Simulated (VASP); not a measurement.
Consider the following.

```
Li2Se
1.0
    0.00000     2.97898     2.97898
    2.97898     0.00000     2.97898
    2.97898     2.97898     0.00000
Li Se
2 1
Direct
  0.25000   0.25000   0.25000
  0.75000   0.75000   0.75000
  0.00000   0.00000   0.00000
```

The numbers are results of PBEsol GGA, VASP's PBE PAW potentials (set 64) (plane waves; VASP), not measurements. Settings: 600 eV cut-off, 6×6×6 Γ-centred mesh, Gaussian smearing of 0.050 eV, potentials Li_sv Se.

Problem. Estimate the energy per atom (σ→0), band gap (on the k-mesh) with the smallest direct gap where there is one.

Solution. 
```yaml
band gap (on the k-mesh): 2.81 eV
smallest direct gap (on the k-mesh): 3.34 eV
energy per atom (σ→0): -3853 meV/atom
```

The absolute energy has meaning only against runs of the same code, potentials and settings.

The compound is Li2Se in the antifluorite structure. It was relaxed first.
